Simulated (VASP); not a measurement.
Given:

```yaml
crystal:
  lattice:
    - [3.33584, 0.00000, 0.00000]
    - [-1.66792, 2.88892, 0.00000]
    - [0.00000, 0.00000, 5.52311]
  atoms:
    - { symbol: B, position: [0.33333, 0.66667, 0.37456] }
    - { symbol: B, position: [0.66667, 0.33333, 0.87456] }
    - { symbol: As, position: [0.33333, 0.66667, 0.00044] }
    - { symbol: As, position: [0.66667, 0.33333, 0.50044] }
```

Level of theory: LDA (Ceperley-Alder, Perdew-Zunger) with spin-orbit coupling, VASP's LDA PAW potentials (set 64) (plane waves; VASP). Run with 520 eV cut-off, 7×7×4 Γ-centred mesh, Gaussian smearing of 0.050 eV, potentials B As.

Question: Predict the energy per atom (σ→0), band gap (over mesh and band path) with the smallest direct gap where there is one.

Answer: 
The band gap (over mesh and band path) is 0.98 eV. The smallest direct gap (over mesh and band path) is 2.23 eV. The energy per atom (σ→0) is -6.460 eV/atom.

Only differences to runs with the same potentials and settings are physical.

The structure comes from a computed database's BAs entry (P6_3mc); how it stands against other phases isn't given here. It was relaxed first.
